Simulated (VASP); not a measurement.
Input:

```yaml
crystal:
  lattice:
    - [0.00000, 2.77824, 2.77824]
    - [2.77824, 0.00000, 2.77824]
    - [2.77824, 2.77824, 0.00000]
  atoms:
    - { symbol: Mg, position: [0.00000, 0.00000, 0.00000] }
    - { symbol: Se, position: [0.50000, 0.50000, 0.50000] }
```

Level of theory: RPBE GGA, VASP's PBE PAW potentials (set 64) (plane waves; VASP). Numerical set-up: 520 eV cut-off, Gaussian smearing of 0.050 eV, potentials Mg Se.

Give the energies of bands 2 to 7 at the high-symmetry points, in eV from the valence-band maximum.

| band | Γ | X | U | L | W |
|---|---|---|---|---|---|
| 2 | 0.00 | -3.94 | -3.48 | -4.61 | -3.05 |
| 3 | 0.00 | -1.64 | -3.08 | -0.52 | -3.05 |
| 4 | 0.00 | -1.64 | -1.31 | -0.52 | -2.36 |
| 5 | 2.37 | 1.83 | 3.07 | 3.84 | 4.41 |
| 6 | 7.46 | 4.17 | 6.26 | 6.09 | 6.86 |
| 7 | 7.46 | 11.30 | 8.76 | 6.09 | 7.53 |

The gap is indirect, 1.83 eV, from the valence maximum at Γ to the conduction minimum at X.

The compound is MgSe in the rock salt structure. It was relaxed first, which changed the volume by +5 %.
